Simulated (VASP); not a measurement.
Consider the following.

```xyz
2
Lattice="0.0000 2.3029 2.3029 2.3029 0.0000 2.3029 2.3029 2.3029 0.0000" Properties=species:S:1:pos:R:3 pbc="T T T"
Hf     0.0000     0.0000     0.0000
C      2.3029     2.3029     2.3029
```

These are PBEsol GGA, VASP's PBE PAW potentials (set 64) (plane waves; VASP) values and carry that method's errors. Settings: 520 eV cut-off, Gaussian smearing of 0.050 eV, potentials Hf_pv C.

Unless said otherwise, spin-orbit coupling is left out, though it shifts the bands of the heavy elements here.

Problem. Estimate the band gap (along the path) with the smallest direct gap where there is one.

Solution. 
```
Item                                                          Value
-------------------------  ----------------------------------------
band gap (along the path)  none (metal, semimetal or under 0.01 eV)
```

The compound is HfC in the rock salt structure. It was relaxed first.
